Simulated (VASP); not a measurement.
These are LDA (Ceperley-Alder, Perdew-Zunger), VASP's LDA PAW potentials (set 64) (plane waves; VASP) values and carry that method's errors.

A VASP calculation is set up with these files.

INCAR:
```
ALGO=Normal
EDIFF=1E-6
ENCUT=300
ISIF=2
ISMEAR=0
LASPH=.True.
LCHARG=.False.
LMAXMIX=4
LREAL=.False.
LWAVE=.False.
NELM=100
PREC=Accurate
SIGMA=0.1
SYSTEM=TiTc
```

### KPOINTS
```
Automatic mesh
0
Gamma
11 11 11
0 0 0
```

### POSCAR
```
TiTc
1
    3.1100000000     0.0000000000     0.0000000000
    0.0000000000     3.1100000000     0.0000000000
    0.0000000000     0.0000000000     3.1100000000
Tc Ti
1 1
Direct
  0.0000000000   0.0000000000   0.0000000000
  0.5000000000   0.5000000000   0.5000000000
```

POTCAR, in this order: Tc_pv Ti_sv (LDA.64 set). Program: vasp_std.

Output of the run:

File OSZICAR:
```
       N       E                     dE             d eps       ncg     rms          rms(c)
DAV:   1     0.207269342094E+03    0.20727E+03   -0.10876E+04  1984   0.123E+03
DAV:   2    -0.860407329120E+01   -0.21587E+03   -0.21453E+03  1960   0.407E+02
DAV:   3    -0.229278220969E+02   -0.14324E+02   -0.14203E+02  3296   0.951E+01
DAV:   4    -0.232493548723E+02   -0.32153E+00   -0.32143E+00  2032   0.124E+01
DAV:   5    -0.232586654544E+02   -0.93106E-02   -0.93104E-02  2664   0.160E+00    0.159E+01
DAV:   6    -0.221069034464E+02    0.11518E+01   -0.19169E+01  2584   0.345E+01    0.104E+01
DAV:   7    -0.214744353221E+02    0.63247E+00   -0.14833E+01  2520   0.230E+01    0.442E+00
DAV:   8    -0.212109648639E+02    0.26347E+00   -0.19765E+00  2624   0.946E+00    0.146E+00
DAV:   9    -0.212056646925E+02    0.53002E-02   -0.76478E-02  1936   0.232E+00    0.477E-01
DAV:  10    -0.212049531505E+02    0.71154E-03   -0.99553E-03  2320   0.109E+00    0.777E-02
DAV:  11    -0.212049482979E+02    0.48526E-05   -0.15199E-03  2600   0.309E-01    0.681E-02
DAV:  12    -0.212048914644E+02    0.56834E-04   -0.30105E-04  2360   0.109E-01    0.718E-03
DAV:  13    -0.212048911397E+02    0.32466E-06   -0.32026E-06  1832   0.165E-02
   1 F= -.21204891E+02 E0= -.21199386E+02  d E =-.110106E-01
```

**OUTCAR**
```
------------------------ aborting loop because EDIFF is reached ----------------------------------------
  FORCE on cell =-STRESS in cart. coord.  units (eV):
  Direction    XX          YY          ZZ          XY          YZ          ZX
  --------------------------------------------------------------------------------------
  Total       -2.5971088     -2.5971088     -2.5971088     -0.0000000     -0.0000000      0.0000000
  in kB     -138.3310148   -138.3310148   -138.3310148     -0.0000000     -0.0000000      0.0000000
  external PRESSURE =    -138.3310148 kB  Pullay stress =       0.0000000 kB
  volume of cell :       30.08
      direct lattice vectors                 reciprocal lattice vectors
     3.110000000  0.000000000  0.000000000     0.321543408  0.000000000  0.000000000
     0.000000000  3.110000000  0.000000000     0.000000000  0.321543408  0.000000000
     0.000000000  0.000000000  3.110000000     0.000000000  0.000000000  0.321543408
 POSITION                                       TOTAL-FORCE (eV/Angst)
 -----------------------------------------------------------------------------------
      0.00000      0.00000      0.00000         0.000000      0.000000      0.000000
      1.55500      1.55500      1.55500         0.000000      0.000000      0.000000
 -----------------------------------------------------------------------------------
    total drift:                                0.000000     -0.000000     -0.000000
  FREE ENERGIE OF THE ION-ELECTRON SYSTEM (eV)
  ---------------------------------------------------
  free  energy   TOTEN  =       -21.2048911397 eV

  energy  without entropy=      -21.1938805759  energy(sigma->0) =      -21.19938586
```
(Selected blocks of OUTCAR.)

**OUTCAR**
```
 val. band max:       10.3228573873   @ k =   0.4545   0.3636   0.0909

 cond. band min:      10.3447752691   @ k =   0.3636   0.3636   0.0909


 Fermi energy:        10.3270153405

 k-point     1 :       0.0000    0.0000    0.0000
  band No.  band energies     occupation
      1     -45.2626      2.00000
      2     -27.6024      2.00000
      3     -27.6024      2.00000
      4     -27.6024      2.00000
      5     -21.8139      2.00000
      6     -21.8139      2.00000
      7     -21.8139      2.00000
      8       3.9828      2.00000
      9       6.3660      2.00000
     10       6.3660      2.00000
     11      10.0679      1.99975
     12      10.0679      1.99975
     13      10.0679      1.99975
     14      12.8153      0.00000
     15      12.8153      0.00000
     16      14.5338      0.00000

 k-point     2 :       0.0909    0.0000    0.0000
  band No.  band energies     occupation
      1     -45.2612      2.00000
      2     -27.6162      2.00000
      3     -27.5995      2.00000
      4     -27.5995      2.00000
      5     -21.8335      2.00000
      6     -21.8150      2.00000
      7     -21.8150      2.00000
      8       4.1521      2.00000
      9       6.4511      2.00000
     10       6.4948      2.00000
     11      10.0424      1.99994
     12      10.0424      1.99994
     13      10.1312      1.99439
     14      12.6461      0.00000
     15      12.8755      0.00000
     16      14.1972      0.00000

 k-point     3 :       0.1818    0.0000    0.0000
  band No.  band energies     occupation
      1     -45.2576      2.00000
      2     -27.6530      2.00000
      3     -27.5919      2.00000
      4     -27.5919      2.00000
      5     -21.8857      2.00000
      6     -21.8184      2.00000
      7     -21.8184      2.00000
      8       4.6360      2.00000
      9       6.7006      2.00000
     10       6.8503      2.00000
     11       9.9811      2.00000
     12       9.9811      2.00000
     13      10.3159      1.12525
...
```

At this cut-off the stress carries a Pulay error, which pulls relaxed volumes low.

The structure comes from a measured TiTc entry of the Crystallography Open Database, whose conditions weren't checked. The cell was not relaxed at this level. The run is one of a series of settings (GGA removed, POTCAR Tc_pv Ti_sv (LDA.64 set) against the base run), some of them coarse on purpose. The electron count is odd and the run is not spin-polarised, which forces a metal.
